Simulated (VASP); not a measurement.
Input:

```
BN
1.0
    0.00000     1.80977     1.80977
    1.80977     0.00000     1.80977
    1.80977     1.80977     0.00000
B N
1 1
Cartesian
  0.00000   0.00000   0.00000
  0.90488   0.90488   0.90488
```

Method: vdW-DF-cx, VASP's PBE PAW potentials (set 64) (plane waves; VASP 6.6.1). Numerical set-up: 520 eV cut-off, Gaussian smearing of 0.050 eV, potentials B N.

Problem. Give the energies of bands 2 to 7 at the high-symmetry points, in eV from the valence-band maximum.

Solution. 
```csv
band,Γ,X,U,L,W
2,0.00,-8.90,-8.11,-10.68,-7.56
3,0.00,-4.89,-7.66,-1.93,-6.96
4,0.00,-4.89,-4.06,-1.93,-6.50
5,8.84,4.41,6.86,10.13,9.53
6,8.84,9.18,12.83,10.70,13.31
7,8.84,17.91,15.81,10.70,14.45
```

The gap is indirect, 4.41 eV, from the valence maximum at Γ to the conduction minimum at X.

Measured: gap 6.20 eV at 300 K (computed value off by -1.79 eV), as given by arXiv:1206.3780.

The compound is BN in the zinc blende structure. It was relaxed first.
